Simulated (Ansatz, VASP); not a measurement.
# CuH8C6N2Cl2 (CuH8C6N2Cl2 (C2/m)): VASP beside Ansatz, part 3 of 3

Wanted: the spread between two codes on one cell, functional and k mesh. Of the first pair: The structure shown is the start of the Ansatz relaxation below; VASP solves that cell, so the two are compared at the walk's first step.

VASP 6.6.1 and Ansatz 0.2.0.

So far. Step 4 (Differences): The forces differ by 23 meV/Å r.m.s., which is 10.9 % of the r.m.s. force of 0.213 eV/Å (both taken over all components). VASP's last cycles still show a density residual of 3e-03, so its state may not be settled.

## Step 6: VASP: single point, LDA, relaxed cell, pair 2

Level of this step: LDA, no spin polarisation; plane waves and PAW (Cu, H, C, N, Cl) (VASP).

The same cell, functional (in two slightly different forms), mesh and smearing now go to VASP, with its own data sets.

The input, INCAR:

```
SYSTEM = CuH8C6N2Cl2
PREC = Accurate
ENCUT = 600
EDIFF = 1E-06
NELM = 120
ISMEAR = 0
SIGMA = 0.05
LREAL = Auto
ALGO = Normal
GGA = PW92
NBANDS = 374
LASPH = .TRUE.
LORBIT = 11
LWAVE = .FALSE.
LCHARG = .FALSE.
ISIF = 2
GGA_COMPAT = .FALSE.
```

The input, POSCAR:

```
CuH8C6N2Cl2
1.0
   12.0865200000     -0.0325900000     -0.1447500000
   -0.0350900000     13.2928900000     -0.0276400000
   -2.5898200000     -0.0117200000      8.9366400000
Cu H C N Cl
8 64 48 16 16
Direct
    0.9508700000      0.2505100000      0.6584800000
    0.0444400000      0.2518000000      0.3430200000
    0.4557700000      0.9979800000      0.6565100000
    0.5494000000      0.9991700000      0.3412700000
    0.9559500000      0.7504100000      0.6544500000
    0.0470000000      0.7522400000      0.3424600000
    0.4530900000      0.4975400000      0.6576300000
    0.5441700000      0.4992800000      0.3455900000
    0.8230300000      0.4073700000      0.4615100000
    0.1758600000      0.4092900000      0.5350900000
    0.3281800000      0.1532400000      0.4607200000
    0.6771200000      0.1566700000      0.5353100000
    0.1721500000      0.0965400000      0.5389600000
    0.8231700000      0.0930100000      0.4644800000
    0.6751800000      0.3422600000      0.5387600000
    0.3263000000      0.3394600000      0.4617300000
    0.5490000000      0.0702400000      0.9303500000
    0.4033600000      0.0597100000      0.1092000000
    0.0483500000      0.3231300000      0.9310400000
    0.9039000000      0.3129700000      0.1044000000
    0.4360900000      0.4313300000      0.0810000000
    0.5485000000      0.4262600000      0.9310300000
    0.9504700000      0.1807100000      0.0716100000
    0.0975600000      0.1899800000      0.8901200000
    0.6280800000      0.1788900000      0.0144000000
    0.3979900000      0.1627600000      0.9845700000
    0.1198400000      0.4357500000      0.0143200000
    0.8924000000      0.4199600000      0.9852500000
    0.3786100000      0.3172000000      0.9871700000
    0.6299300000      0.3190300000      0.0131400000
[... 116 atom lines left out ...]
    0.3616000000      0.4967400000      0.3738800000
    0.6359400000      0.4990300000      0.6294500000
    0.8197200000      0.7473000000      0.7737200000
    0.1843400000      0.7538400000      0.2244300000
    0.3155600000      0.4960900000      0.7752800000
    0.6803600000      0.5025300000      0.2262600000
```

The input, KPOINTS:

```
Automatic mesh
0
Gamma
1 1 2
0 0 0
```

Potentials, in the order of the species: Cu, H, C, N and Cl (LDA family, release 64).

On the command line:

```console
$ export OMP_NUM_THREADS=3
$ mpirun -np 1 vasp_std
```

Numbers of over 12 decimals in the logs are rounded to 6 here.

Output:

```text
[banner, memory and clock lines left out]
running    1 mpi-ranks, on    1 nodes
[...]
Offloading initialized ...    1 GPUs detected
[...]
[... a notice as in an earlier step ...]

 LDA part: xc-table for (Slater(with rela. corr.)+PW92), standard interpolation
 POSCAR, INCAR and KPOINTS ok, starting setup
[...]
entering main loop
       N       E                     dE             d eps       ncg     rms          rms(c)
DAV:   1     0.611576075221E+04    0.61158E+04   -0.23398E+05  1496   0.159E+03
DAV:   2     0.173664773830E+03   -0.59421E+04   -0.53081E+04  1664   0.418E+02
DAV:   3    -0.930049325884E+03   -0.11037E+04   -0.10283E+04  1656   0.187E+02
DAV:   4    -0.106783516337E+04   -0.13779E+03   -0.13145E+03  2472   0.698E+01
[...]
DAV:  47    -0.948722024017E+03    0.13727E-05   -0.62382E-06   856   0.448E-03    0.300E-02
DAV:  48    -0.948722022793E+03    0.12248E-05   -0.40965E-06   832   0.386E-03    0.201E-02
DAV:  49    -0.948722022104E+03    0.68882E-06   -0.29422E-06   856   0.335E-03
   1 F= -.94872202E+03 E0= -.94868511E+03  d E =-.738160E-01
```

Parts of OUTCAR (step 6):

```text
  FREE ENERGIE OF THE ION-ELECTRON SYSTEM (eV)
  ---------------------------------------------------
  free  energy   TOTEN  =      -948.7220221037 eV

  energy  without entropy=     -948.6482060637  energy(sigma->0) =     -948.68511408
```

The k-mesh is coarse for a metal.

The run ends at a pressure of 1.01 GPa, with forces up to 0.077 eV/Å.

## Step 7: Comparison

What differs besides the data sets and the points named for the pairs above, as far as they apply: the data sets hold 600 valence electrons in Ansatz (on its default PAW (the set named soft_2) files) and 536 in VASP; the cutoff is 420 eV in Ansatz and 600 eV in VASP (PREC = Accurate, projectors in real space). Total energies have different zeros and are not compared.

Both answers:

```tsv
quantity	Ansatz	VASP	difference
pressure (GPa)	0.94	1.01	-0.07
```

Forces on 7 of the 152 atoms, those with the largest forces and the largest differences (eV/Å; atoms numbered as in POSCAR):

```tsv
atom	Ansatz x, y, z	VASP x, y, z
C83	0.001, 0.005, 0.010	-0.040, 0.000, -0.064
C87	-0.003, -0.006, -0.009	0.039, 0.002, 0.062
C105	0.002, 0.005, 0.009	-0.041, 0.008, -0.065
C106	0.001, 0.006, -0.010	0.042, 0.005, 0.060
C108	0.001, 0.007, -0.009	0.043, 0.008, 0.063
C109	-0.003, -0.003, -0.011	0.040, 0.001, 0.062
C110	-0.001, -0.007, 0.009	-0.042, -0.010, -0.061
```

The forces differ by 22 meV/Å r.m.s., where the r.m.s. force is 0.005 eV/Å in Ansatz and 0.020 eV/Å in VASP: the atoms lie near their places of rest in Ansatz, so a percentage would say little (all taken over all components). VASP's last cycles still show a density residual of 2e-03, so its state may not be settled.

## Step 8: Summary of results

| Quantity | Value |
| --- | --- |
| r.m.s. force difference (single point, LDA, start cell, pair 1) | 11 % of the r.m.s. force |
| r.m.s. force difference (single point, LDA, relaxed cell, pair 2) | 22 meV/Å |

**Reading.** The r.m.s. force difference is 11 % of the r.m.s. force (single point, LDA, start cell, pair 1), beyond the 3 % picked in this series as the mark of a large difference. The data sets hold unlike numbers of valence electrons (600 in Ansatz and 536 in VASP), so part of the differences comes from the potentials. What causes the difference of the single point, LDA, start cell, pair 1 pair stays open here. What causes the difference of the single point, LDA, relaxed cell, pair 2 pair stays open here. How closely two codes agree says nothing of how well the functional describes the real material.

[Lines on the potential files, build, host, timing and source positions are cut from VASP's logs without a mark.]

[Logs are printed without paths, hosts, clocks, repeated set-up lines and the standing remarks that a program may print on its own settings, such as how far it seeks lower states.]

[Hosts, paths, dates, database ids (printed as entryN), source tags and the programs' standing remarks are cut or masked in the printed files.]
